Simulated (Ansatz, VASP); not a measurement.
# Cross-check of H74C36S4N4O13F12 between VASP and Ansatz, part 2 of 2

Aim: how closely do two programs agree when they are given the same cell, functional and k mesh? The cell is taken from a series of runs on this material, whose earlier steps may have relaxed, scaled, displaced or heated it; both programs get it as it stands.

VASP 6.6.1 and Ansatz 0.2.0.

So far. Step 2 (VASP: single point, PBE with D3(BJ)): The run ends at a pressure of 3.50 GPa, with forces up to 5.8 eV/Å.

## 4. Side by side

Known differences besides the potentials themselves: fixed occupations in Ansatz, narrow Gaussian smearing in VASP; the cutoff is 420 eV in Ansatz and 600 eV in VASP (PREC = Accurate, projectors in real space). Total energies have different zeros and are not compared.

The two programs side by side:

```csv
quantity,Ansatz,VASP,difference
pressure (GPa),3.67,3.50,+0.17
gap on the k mesh (eV),4.686,4.704,-0.018
```

Forces on 10 of the 143 atoms, those with the largest forces and the largest differences (eV/Å; atoms numbered as in POSCAR):

```csv
atom,"Ansatz x, y, z","VASP x, y, z"
C3,"-2.411, -2.702, 1.264","-2.389, -2.709, 1.291"
C24,"0.351, -4.079, -0.781","0.348, -4.065, -0.777"
C32,"3.126, 3.584, 1.380","3.117, 3.561, 1.418"
C33,"3.759, -1.923, 0.174","3.299, -1.883, 0.092"
C35,"-1.438, -0.432, -0.087","-1.224, -0.003, -0.090"
N38,"-0.148, 0.455, 4.408","-0.142, 0.444, 4.445"
H51,"-0.266, 3.277, -2.558","-0.267, 3.275, -2.555"
O124,"-3.069, 0.505, -2.092","-2.709, 0.407, -1.765"
S128,"-5.399, 1.531, 1.096","-5.515, 1.534, 0.875"
F136,"0.958, -0.480, 1.712","1.236, -0.441, 2.143"
```

The forces differ by 99 meV/Å r.m.s., which is 8.7 % of the r.m.s. force of 1.142 eV/Å (both taken over all components). A gap on the mesh is an upper bound, since the band edges may lie between its points.

## 5. Outcome

```yaml
r_m_s_force_difference_single_point_pbe_with_d3_bj: 8.7 % of the r.m.s. force
```

What this shows: The r.m.s. force difference is 8.7 % of the r.m.s. force (single point, PBE with D3(BJ)), beyond the 3 % picked in this series as the mark of a large difference. What causes the difference of the single point, PBE with D3(BJ) pair stays open here. Such differences can come from data sets, numerical settings and the points named under the comparisons, not from the functional's error against experiment.

[Lines on the potential files, build, host, timing and source positions are cut from VASP's logs without a mark.]

[Logs are printed without paths, hosts, clocks, repeated set-up lines and the standing remarks that a program may print on its own settings, such as how far it seeks lower states.]

[Hosts, paths, dates, database ids (printed as entryN), source tags and the programs' standing remarks are cut or masked in the printed files.]
